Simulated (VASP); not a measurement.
An input for Ansatz (written as the equivalent of a VASP run, and not itself run):

Ansatz 0.2 input:
```yaml
crystal:
  lattice:
    - [0.0000000, 2.6570965, 2.6570965]
    - [2.6570965, 0.0000000, 2.6570965]
    - [2.6570965, 2.6570965, 0.0000000]
  atoms:
    - { symbol: Ag, position: [0.0000000, 0.0000000, 0.0000000] }
    - { symbol: Cl, position: [0.5000000, 0.5000000, 0.5000000] }
kpoints:
  mp_grid: { grid: [9, 9, 9] }
hamiltonian:
  xc: pbesol
  pseudopotentials: { kind: paw }
scf:
  occupations: { method: gaussian, width: 0.05 }
  max_iter: 100
relax:
  max_steps: 40
  f_tol: 0.02
  cell: { p_target: 5 }
output: { forces: true, stress: true, eigenvalues: true }
```

Question: Translate this input to VASP (INCAR, KPOINTS, POSCAR, choice of POTCAR).

Answer: This is not unique; one that fits is 
### INCAR
```
ALGO = Normal
EDIFF = 1E-6
EDIFFG = -0.02
ENCUT = 500
GGA = PS
IBRION = 2
ISIF = 3
ISMEAR = 0
LASPH = .True.
LCHARG = .False.
LMAXMIX = 4
LREAL = .False.
LWAVE = .False.
NELM = 100
NSW = 40
PREC = Accurate
PSTRESS = 50
SIGMA = 0.05
SYSTEM = AgCl
```

**KPOINTS**
```
Automatic mesh
0
Gamma
9 9 9
0 0 0
```

### POSCAR
```
AgCl
1
   -0.0000000000     2.6570965100     2.6570965100
    2.6570965100     0.0000000000     2.6570965100
    2.6570965100     2.6570965100     0.0000000000
Ag Cl
1 1
Direct
  0.0000000000   0.0000000000   0.0000000000
  0.5000000000   0.5000000000   0.5000000000
```

POTCAR, in this order: Ag Cl (PBE.64 set). Program: vasp_std.

Limits of the translation: each code has its own PAW files, so the cut-off isn't converted (ENCUT is set for VASP's; basis.ecutwfc is left out, and Ansatz then takes the one that its files recommend); Ansatz stops its SCF on the density residual and VASP on the energy change (EDIFF).

The compound is AgCl in the rock salt structure. It was relaxed first under an external pressure of 5 GPa.
